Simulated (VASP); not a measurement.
All values below come from PBE GGA, VASP's PBE PAW potentials (set 64) (plane waves; VASP).

A VASP calculation is set up with these files.

File POSCAR:
```
K
4.6640660
 -0.5773503205   0.5773503205   0.5773503205
  0.5773503205  -0.5773503205   0.5773503205
  0.5773503205   0.5773503205  -0.5773503205
K
1
Cart
  0.0000000000   0.0000000000   0.0000000000
```

**INCAR**
```
SYSTEM = K
PREC = Accurate; ENCUT = 400; LREAL = .FALSE.
LASPH = .TRUE.
EDIFF = 1E-6; NELM = 100; ALGO = Normal
ISMEAR = 1; SIGMA = 0.1
GGA = PE
ISIF = 2
LWAVE = .FALSE.; LCHARG = .FALSE.
```

KPOINTS:
```
kpoints
0
G
7 7 7
0 0 0
```

POTCAR, in this order: K_sv (PBE.64 set). Program: vasp_std.

The run wrote:

File OUTCAR:
```
 ion  position               nearest neighbor table
   1  0.000  0.000  0.000-
  LATTYP: Found a body centered cubic cell.
 ALAT       =     5.3856000000
 Subroutine PRICEL returns:
 Original cell was already a primitive cell.
 Subroutine GETGRP returns: Found 48 space group operations
The static configuration has the point symmetry O_h .
The dynamic configuration has the point symmetry O_h .
 Subroutine INISYM returns: Found 48 space group operations
 Subroutine IBZKPT returns following result:
 Found     20 irreducible k-points:

 Following reciprocal coordinates:
            Coordinates               Weight
  0.000000  0.000000  0.000000      1.000000
  0.142857  0.000000  0.000000     12.000000
  0.285714  0.000000  0.000000     12.000000
  0.428571  0.000000  0.000000     12.000000
  0.142857  0.142857  0.000000     24.000000
  0.285714  0.142857  0.000000     48.000000
  0.428571  0.142857  0.000000     24.000000
  0.285714  0.285714  0.000000     24.000000
  0.142857  0.142857  0.142857      8.000000
  0.285714  0.142857  0.142857     24.000000
 -0.142857  0.142857  0.142857      6.000000
  0.285714  0.285714  0.142857      8.000000
 -0.285714  0.285714  0.142857     24.000000
 -0.428571  0.428571  0.142857     24.000000
 -0.285714  0.428571  0.142857     24.000000
 -0.428571 -0.428571  0.142857     24.000000
 -0.285714  0.285714  0.285714      6.000000
 -0.428571  0.428571  0.285714     24.000000
 -0.428571 -0.428571  0.285714      8.000000
 -0.428571  0.428571  0.428571      6.000000
   k-points           NKPTS =     20   k-points in BZ     NKDIM =     20   number of bands    NBANDS=      8
   number of dos      NEDOS =    301   number of ions     NIONS =      1
   total plane-waves  NPLWV =  27000
   dimension x,y,z NGX =    30 NGY =   30 NGZ =   30
   dimension x,y,z NGXF=    60 NGYF=   60 NGZF=   60
...
```

**OSZICAR**
```
       N       E                     dE             d eps       ncg     rms          rms(c)
DAV:   1     0.386814875848E+02    0.38681E+02   -0.32176E+03   320   0.701E+02
DAV:   2    -0.202128867625E-02   -0.38684E+02   -0.38607E+02   320   0.199E+02
DAV:   3    -0.102673372060E+01   -0.10247E+01   -0.10245E+01   512   0.298E+01
DAV:   4    -0.104476285124E+01   -0.18029E-01   -0.18030E-01   504   0.332E+00
DAV:   5    -0.104483956368E+01   -0.76712E-04   -0.76712E-04   488   0.172E-01    0.185E+00
DAV:   6    -0.104512853247E+01   -0.28897E-03   -0.12394E-03   504   0.257E-01    0.114E+00
DAV:   7    -0.104554786991E+01   -0.41934E-03   -0.26888E-03   512   0.375E-01    0.515E-02
DAV:   8    -0.104561595864E+01   -0.68089E-04   -0.11112E-04   488   0.148E-01    0.162E-02
DAV:   9    -0.104562586003E+01   -0.99014E-05   -0.13728E-05   488   0.275E-02    0.425E-03
DAV:  10    -0.104562540345E+01    0.45657E-06   -0.13037E-06   448   0.105E-02
   1 F= -.10456254E+01 E0= -.10454779E+01  d E =-.442430E-03
```

**OUTCAR**
```
------------------------ aborting loop because EDIFF is reached ----------------------------------------
  FORCE on cell =-STRESS in cart. coord.  units (eV):
  Direction    XX          YY          ZZ          XY          YZ          ZX
  --------------------------------------------------------------------------------------
  Total       -0.0950555     -0.0950555     -0.0950555      0.0000000     -0.0000000     -0.0000000
  in kB       -1.9499142     -1.9499142     -1.9499142      0.0000000     -0.0000000     -0.0000000
  external PRESSURE =      -1.9499142 kB  Pullay stress =       0.0000000 kB
  volume of cell :       78.10
      direct lattice vectors                 reciprocal lattice vectors
    -2.692800000  2.692800000  2.692800000     0.000000000  0.185680333  0.185680333
     2.692800000 -2.692800000  2.692800000     0.185680333  0.000000000  0.185680333
     2.692800000  2.692800000 -2.692800000     0.185680333  0.185680333  0.000000000
 POSITION                                       TOTAL-FORCE (eV/Angst)
 -----------------------------------------------------------------------------------
      0.00000      0.00000      0.00000         0.000000     -0.000000      0.000000
 -----------------------------------------------------------------------------------
    total drift:                               -0.000000     -0.000000      0.000000
  FREE ENERGIE OF THE ION-ELECTRON SYSTEM (eV)
  ---------------------------------------------------
  free  energy   TOTEN  =        -1.0456254035 eV

  energy  without entropy=       -1.0451829733  energy(sigma->0) =       -1.04547793
```
(Selected blocks of OUTCAR.)

The compound is K in the bcc structure. The cell was not relaxed at this level.
